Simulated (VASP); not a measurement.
```
CELL_PARAMETERS angstrom
      4.98487     0.00000     0.00000
      0.00000     4.98487     0.00000
      0.00000     0.00000     4.98487
ATOMIC_POSITIONS crystal
  Ca 0.50000 0.50000 0.00000
  Ca 0.00000 0.50000 0.50000
  Ca 0.50000 0.00000 0.50000
  Zn 0.00000 0.00000 0.00000
```

The numbers are results of PBEsol GGA, VASP's PBE PAW potentials (set 64) (plane waves; VASP 6.6.1), not measurements. Settings: 400 eV cut-off, 7×7×7 Γ-centred mesh, tetrahedra with Blöchl corrections, potentials Ca_sv Zn.

Question: Estimate the energy per atom (σ→0), band gap (on the k-mesh) with the smallest direct gap where there is one.

Answer: 
```json
{
  "band gap (on the k-mesh)": "none (metal, semimetal or under 0.01 eV)",
  "energy per atom (σ→0)": "-1.967 eV/atom"
}
```

Only differences to runs with the same potentials and settings are physical.

The structure comes from a computed database's Ca3Zn entry (Pm-3m); how it stands against other phases isn't given here. It was relaxed first, which changed the volume by -5 %.
